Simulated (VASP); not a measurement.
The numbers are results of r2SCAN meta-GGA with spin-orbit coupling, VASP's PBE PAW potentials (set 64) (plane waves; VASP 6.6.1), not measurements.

VASP ran on this input.

File POSCAR:
```
SnO2
1
    4.7651591349    -0.0000000000     0.0000000000
   -0.0000000000     4.7651591349     0.0000000000
    0.0000000000     0.0000000000     3.2084425800
Sn O
2 4
Direct
  0.0000000000   0.0000000000   0.0000000000
  0.5000000000   0.5000000000   0.5000000000
  0.3058475949   0.3058475949   0.0000000000
  0.8058475949   0.1941524051   0.5000000000
  0.1941524051   0.8058475949   0.5000000000
  0.6941524051   0.6941524051   0.0000000000
```

### KPOINTS_OPT
```
k-points along high-symmetry lines
5
Line-mode
Reciprocal
  0.000000   0.000000   0.000000 ! GAMMA
  0.000000   0.500000   0.000000 ! X

  0.000000   0.500000   0.000000 ! X
  0.500000   0.500000   0.000000 ! M

  0.500000   0.500000   0.000000 ! M
  0.000000   0.000000   0.000000 ! GAMMA

  0.000000   0.000000   0.000000 ! GAMMA
  0.000000   0.000000   0.500000 ! Z

  0.000000   0.000000   0.500000 ! Z
  0.000000   0.500000   0.500000 ! R

  0.000000   0.500000   0.500000 ! R
  0.500000   0.500000   0.500000 ! A

  0.500000   0.500000   0.500000 ! A
  0.000000   0.000000   0.500000 ! Z

  0.000000   0.500000   0.000000 ! X
  0.000000   0.500000   0.500000 ! R

  0.500000   0.500000   0.000000 ! M
  0.500000   0.500000   0.500000 ! A
```

**INCAR**
```
ISMEAR = 0
PREC = Accurate
SIGMA = 0.05
MAGMOM = 18*0
LMIXTAU = T
ENCUT = 520   # plane-wave cut-off (eV)
LASPH = T
EDIFF = 1E-6
GGA_COMPAT = F
ALGO = Normal
SYSTEM = SnO2
LMAXMIX = 4
METAGGA = R2SCAN
LWAVE = F
NELM = 100   # most electronic steps
LREAL = F   # projection in real space or not
LCHARG = F
LSORBIT = T
```

KPOINTS:
```
K-points
0
G
4 4 6
0 0 0
```

POTCAR, in this order: Sn_d O (PBE.64 set). Program: vasp_ncl.

Problem. What does the run give for the energy per atom (σ→0), band gap (over mesh and band path)?

Solution. 
```yaml
energy per atom (σ→0): -14.116 eV/atom
band gap (over mesh and band path): 1.73 eV
```

### OSZICAR
```
...
DAV:  15    -0.846985281862E+02    0.24617E-05   -0.86972E-05  3460   0.100E-01    0.370E-02
DAV:  16    -0.846985135406E+02    0.14646E-04   -0.35029E-05  3742   0.625E-02    0.187E-02
DAV:  17    -0.846985716285E+02   -0.58088E-04   -0.13207E-05  3672   0.460E-02    0.488E-03
DAV:  18    -0.846985845050E+02   -0.12877E-04   -0.24960E-06  2922   0.282E-02    0.229E-03
DAV:  19    -0.846985843995E+02    0.10544E-06   -0.81946E-07  2096   0.100E-02
   1 F= -.84698584E+02 E0= -.84698584E+02  d E =-.165404E-20  mag=    -0.0000    -0.0000    -0.0000
       N       E                     dE             ncg
       N       E                     dE             ncg
```

The compound is SnO2 in the rutile structure. It was relaxed first.
